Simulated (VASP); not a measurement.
Input:

```
Tc
1.0
    1.37246    -2.37717     0.00000
    1.37246     2.37717     0.00000
    0.00000     0.00000     4.39742
Tc
2
Cartesian
  1.37246   0.79239   1.09936
  1.37246  -0.79239   3.29807
```

All values below come from PBE GGA, VASP's PBE PAW potentials (set 64) (plane waves; VASP 6.6.1). Settings: 400 eV cut-off, 17×17×9 Γ-centred mesh, tetrahedra with Blöchl corrections, potentials Tc_pv.

What does the run give for the energy per atom (σ→0), band gap (on the k-mesh) with the smallest direct gap where there is one?

| Quantity | Result |
|---|---|
| band gap (on the k-mesh) | none (metal, semimetal or under 0.01 eV) |
| energy per atom (σ→0) | -998.7 kJ/mol-atom |

Only differences to runs with the same potentials and settings are physical.

The compound is Tc in the hcp structure. It was relaxed first.
